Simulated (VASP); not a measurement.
Data:

```yaml
crystal:
  lattice:
    - [0.00000, 2.01787, 2.01787]
    - [2.01787, 0.00000, 2.01787]
    - [2.01787, 2.01787, 0.00000]
  atoms:
    - { symbol: Li, position: [0.00000, 0.00000, 0.00000] }
    - { symbol: F, position: [0.50000, 0.50000, 0.50000] }
```

The numbers are results of vdW-DF-cx, VASP's PBE PAW potentials (set 64) (plane waves; VASP), not measurements. Numerical set-up: 520 eV cut-off, 13×13×13 Γ-centred mesh, tetrahedra with Blöchl corrections, potentials Li_sv F.

Q: Predict the energy per atom (σ→0), band gap (on the k-mesh) with the smallest direct gap where there is one.

A: 
The band gap (on the k-mesh) is 9.20 eV. The smallest direct gap (on the k-mesh) is 9.20 eV and the energy per atom (σ→0) is -3.426 eV/atom.

The absolute energy has meaning only against runs of the same code, potentials and settings.

The compound is LiF in the rock salt structure. It was relaxed first.
